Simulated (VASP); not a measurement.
Here is a VASP 6.6.1 calculation.

The input INCAR:

```
SYSTEM = CdHg
  PREC = Accurate
  ENCUT = 520
  EDIFF = 1E-7
  ISMEAR = 0
  SIGMA = 0.1
  LREAL = .False.
  LASPH = .True.
  NELM = 100
  ALGO = Fast
  ISIF = 2
  LWAVE = .False.
  LCHARG = .True.
  GGA = PE
  LELF = .True.
  LVHAR = .True.
  NBANDS = 19
```

File KPOINTS:

```
regular mesh
0
Gamma
  14 14 8
  0 0 0
```

The input POSCAR:

```
CdHg
1.0
    1.4935752176     -2.8515609619      0.0000000000
    1.4935752176      2.8515609619      0.0000000000
    0.0000000000      0.0000000000      5.7923916076
Cd Hg
1 1
Direct
    0.0000000000      0.0000000000      0.0000000000
    0.5000000000      0.5000000000      0.5000000000
```

Potentials or basis: VASP PAW PBE potentials, release 64 (Cd, Hg).

Command:

```bash
$ cat potpaw_PBE.64/Cd/POTCAR potpaw_PBE.64/Hg/POTCAR > POTCAR
$ mpirun -np 1 vasp_std > vasp.out
```

(1) Estimate the pressure.

(2) Estimate the band gap on the k mesh.

Answers

(1) 0.3 GPa.

(2) none (metal or under the smearing width).
